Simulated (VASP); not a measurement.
A convergence study with VASP on SrTiO3 (cubic perovskite): one setting is varied, all else stays as given below, so the limit is that of these other settings. Each run relaxes cell and ions from the cell shown.

```xyz
5
Lattice="3.9050 0.0000 0.0000 0.0000 3.9050 0.0000 0.0000 0.0000 3.9050" Properties=species:S:1:pos:R:3 pbc="T T T"
Sr     0.0000     0.0000     0.0000
Ti     1.9525     1.9525     1.9525
O      1.9525     0.0000     1.9525
O      0.0000     1.9525     1.9525
O      1.9525     1.9525     0.0000
```

Level of theory: LDA (Ceperley-Alder, Perdew-Zunger), VASP's LDA PAW potentials (set 64) (plane waves; VASP). The tightest run used: 700 eV cut-off, 9×9×9 Γ-centred mesh, Gaussian smearing of 0.050 eV, potentials Sr_sv Ti_sv O.

Gaps are read on the run's mesh, which can miss a band edge.

Q: The settings run are 2×2×2 mesh; 3×3×3 mesh; 4×4×4 mesh; 5×5×5 mesh; 6×6×6 mesh; 7×7×7 mesh; 8×8×8 mesh; 9×9×9 mesh. From which on does the relaxed volume stay within 0.05 Å³/atom of the tightest run?

A: From 3×3×3 mesh on: it is off by 0.022 there and by no more than 0.05 in any finer run, while 2×2×2 mesh is off by 0.155.
```tsv
setting	relaxed volume (Å³/atom)	E (eV/atom)	gap on the mesh (eV)	irreducible k-points	difference judged (Å³/atom)
2×2×2 mesh	11.659	-8.6779	1.399	4	0.155
3×3×3 mesh	11.525	-8.8177	2.059	4	0.022
4×4×4 mesh	11.507	-8.8363	1.790	10	0.004
5×5×5 mesh	11.504	-8.8394	1.939	10	0.001
6×6×6 mesh	11.504	-8.8399	1.809	20	0.000
7×7×7 mesh	11.504	-8.8400	1.880	20	0.000
8×8×8 mesh	11.504	-8.8401	1.811	35	0.000
9×9×9 mesh	11.504	-8.8401	1.853	35	0.000
```

Left out are rungs that failed or repeat a setting and relaxations that didn't move; long series are thinned to 24 rows.

The compound is SrTiO3 in the cubic perovskite structure, the ideal cubic form; the compound distorts at low or room temperature.
